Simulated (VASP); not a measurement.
A VASP calculation is set up with these files.

INCAR:
```
ALGO  =  Normal
EDIFF  =  1E-6
EDIFFG  =  -0.02
ENCUT  =  500
GGA  =  PE
IBRION  =  2
ISIF  =  3
ISMEAR  =  1
LASPH  =  T
LCHARG  =  F
LMAXMIX  =  4
LREAL  =  F
LWAVE  =  F
NELM  =  100
NSW  =  40
PREC  =  Accurate
SIGMA  =  0.1
SYSTEM  =  Bi
```

File POSCAR:
```
Bi
1
    4.2381950782    -2.2950948409     0.0118208495
    4.2381950782     2.2950948409     0.0118208495
    2.9848180537     0.0000000000     3.7842778318
Bi
2
Direct
  0.2341097218   0.2341097218   0.2341097218
  0.7658902782   0.7658902782   0.7658902782
```

KPOINTS:
```
Automatic mesh
0
Gamma
10 10 10
0 0 0
```

POTCAR, in this order: Bi_d (PBE.64 set). Program: vasp_std.

**Question.** Write an equivalent input for Quantum ESPRESSO's pw.x.

**Answer.** One equivalent input (not run):
```
&CONTROL
  calculation = 'vc-relax'
  pseudo_dir = './pseudo'
  outdir = './out'
  tprnfor = .true.
  tstress = .true.
  nstep = 40
  forc_conv_thr = 0.00078
/
&SYSTEM
  ibrav = 0
  nat = 2
  ntyp = 1
  ecutwfc = 66
  occupations = 'smearing'
  smearing = 'methfessel-paxton'
  degauss = 0.00735
  input_dft = 'pbe'
/
&ELECTRONS
  conv_thr = 7.3e-08
  electron_maxstep = 100
/
&IONS
/
&CELL
/
ATOMIC_SPECIES
  Bi 208.980 Bi.upf
CELL_PARAMETERS angstrom
     4.2381951   -2.2950948    0.0118208
     4.2381951    2.2950948    0.0118208
     2.9848181    0.0000000    3.7842778
ATOMIC_POSITIONS crystal
  Bi   0.2341097  0.2341097  0.2341097
  Bi   0.7658903  0.7658903  0.7658903
K_POINTS automatic
  10 10 10 0 0 0
```
Limits of the translation: the potentials are each code's own (VASP's PAW set, PseudoDojo norm-conserving files in pw.x), so ENCUT and ecutwfc are chosen apart and not converted; conv_thr bounds pw.x's estimated SCF error, while EDIFF bounds the energy change between steps; forc_conv_thr acts on force components and is met together with etot_conv_thr.

The compound is Bi in the a7 structure. It was relaxed first.
